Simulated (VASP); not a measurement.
Given:

```
CELL_PARAMETERS angstrom
      1.61861    -2.80352     0.00000
      1.61861     2.80352     0.00000
      0.00000     0.00000     5.26872
ATOMIC_POSITIONS crystal
  Ga 0.66667 0.33333 0.50003
  Ga 0.33333 0.66667 0.00003
  N  0.66667 0.33333 0.87697
  N  0.33333 0.66667 0.37697
```

Calculation: revPBE GGA, VASP's PBE PAW potentials (set 64) (plane waves; VASP). Run with 520 eV cut-off, 9×9×5 Γ-centred mesh, tetrahedra with Blöchl corrections, potentials Ga_d N.

Problem. Estimate the energy per atom (σ→0), band gap (on the k-mesh) with the smallest direct gap where there is one.

Solution. 
band gap (on the k-mesh): 1.65 eV
smallest direct gap (on the k-mesh): 1.65 eV
energy per atom (σ→0): -5.736 eV/atom

The compound is GaN in the wurtzite structure. It was relaxed first.
